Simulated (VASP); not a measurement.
The input files of a VASP run:

File KPOINTS:
```
Automatic mesh
0
Gamma
8 8 8
0 0 0
```

### INCAR
```
ISIF  =  2   # forces and stress, cell fixed
LASPH  =  .TRUE.   # aspherical one-centre terms
SIGMA  =  0.05
ENCUT  =  520   # plane-wave cut-off (eV)
PREC  =  Accurate
LWAVE  =  .FALSE.
LCHARG  =  .FALSE.
LREAL  =  .FALSE.   # projection in real space or not
NELM  =  100
ISMEAR  =  0   # Gaussian
ALGO  =  Normal   # blocked Davidson
GGA  =  RE   # revPBE
SYSTEM  =  ZnS
EDIFF  =  1E-7
LMAXMIX  =  4   # l cut-off of mixed one-centre charges
```

**POSCAR**
```
ZnS
3.9245230
  0.0000000000   0.7071067500   0.7071067500
  0.7071067500   0.0000000000   0.7071067500
  0.7071067500   0.7071067500   0.0000000000
Zn S
1 1
Cartesian
  0.0000000000   0.0000000000   0.0000000000
  0.3535533750   0.3535533750   0.3535533750
```

POTCAR, in this order: Zn S (PBE.64 set). Program: vasp_std.

**Question.** Write an equivalent input for Ansatz.

**Answer.** One equivalent input (not run):
Ansatz 0.2 input:
```yaml
crystal:
  lattice:
    - [0.0000000, 2.7750567, 2.7750567]
    - [2.7750567, 0.0000000, 2.7750567]
    - [2.7750567, 2.7750567, 0.0000000]
  atoms:
    - { symbol: Zn, position: [0.0000000, 0.0000000, 0.0000000] }
    - { symbol: S, position: [0.2500000, 0.2500000, 0.2500000] }
kpoints:
  mp_grid: { grid: [8, 8, 8] }
hamiltonian:
  xc: revpbe
  pseudopotentials: { kind: paw }
scf:
  occupations: { method: gaussian, width: 0.05 }
  max_iter: 100
output: { forces: true, stress: true, eigenvalues: true }
```
What does not carry over: each code has its own PAW files, so the cut-off isn't converted (ENCUT is set for VASP's; basis.ecutwfc is left out, and Ansatz then takes the one that its files recommend); Ansatz stops its SCF on the density residual and VASP on the energy change (EDIFF).

The compound is ZnS in the zinc blende structure. This cell is one point of a volume scan, at 1.03 of the reference volume.
